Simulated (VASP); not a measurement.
Consider the following.

```cif
data_Si4W2
_chemical_formula_sum 'Si4 W2'
_space_group_name_H-M_alt 'I4/mmm'
_space_group_IT_number 139
_space_group_name_Hall '-I 4 2'
_cell_length_a 3.20352
_cell_length_b 3.20352
_cell_length_c 7.82377
_cell_angle_alpha 90.000
_cell_angle_beta 90.000
_cell_angle_gamma 90.000
loop_
_atom_site_label
_atom_site_type_symbol
_atom_site_symmetry_multiplicity
_atom_site_Wyckoff_symbol
_atom_site_fract_x
_atom_site_fract_y
_atom_site_fract_z
_atom_site_occupancy
Si1 Si 4 e 0.00000 0.00000 0.33445 1
W1 W 2 a 0.00000 0.00000 0.00000 1
```
(The calculation used a cell of 3 atoms; values per cell refer to that cell.)

The numbers are results of PBEsol GGA, VASP's PBE PAW potentials (set 64) (plane waves; VASP 6.6.1), not measurements. Settings: 480 eV cut-off, 12×12×12 Γ-centred mesh, first-order Methfessel-Paxton smearing of 0.10 eV, potentials Si W_sv.

Each relaxation starts from this cell; other phases were not tried.

Q: The cell is relaxed at 15 GPa. What happens?

A: The volume per atom goes from 13.38 to 12.64 Å³ (-5.6 %), and the cell becomes a = b = 3.139 Å, c = 7.694 Å, α = β = γ = 90.00°, space group I4/mmm.

Q: The cell is relaxed at 30 GPa. What happens?

A: The volume per atom goes from 13.38 to 12.07 Å³ (-9.8 %), and the cell becomes a = b = 3.087 Å, c = 7.595 Å, α = β = γ = 90.00°, space group I4/mmm.

Failed runs are left out, and for metals the shear rows, which the mesh's noise covers.

The compound is WSi2 in the MoSi2 type structure.
